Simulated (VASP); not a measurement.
Here is the system:

```yaml
crystal:
  lattice:
    - [0.00000, 2.26255, 2.26255]
    - [2.26255, 0.00000, 2.26255]
    - [2.26255, 2.26255, 0.00000]
  atoms:
    - { symbol: Pt, position: [0.00000, 0.00000, 0.00000] }
    - { symbol: F, position: [0.25000, 0.25000, 0.25000] }
    - { symbol: F, position: [0.75000, 0.75000, 0.75000] }
```

All values below come from PBE GGA, VASP's PBE PAW potentials (set 64) (plane waves; VASP). Settings: 520 eV cut-off, 8×8×8 Γ-centred mesh, Gaussian smearing of 0.050 eV, potentials Pt F.

Task: Give the stress tensor in GPa (positive for a compressed cell).

Result: 
```
247.52    0.00    0.00
  0.00  247.52    0.00
  0.00    0.00  247.52
```
The pressure is its mean diagonal, 247.52 GPa.

The structure was generated: PtF2 was put into the fluorite type (Fm-3m), which need not be its known phase. The cell was not relaxed at this level. The k-mesh is coarse (spacing up to 0.30 per Å, 2π included), so the numbers may not be converged in it.
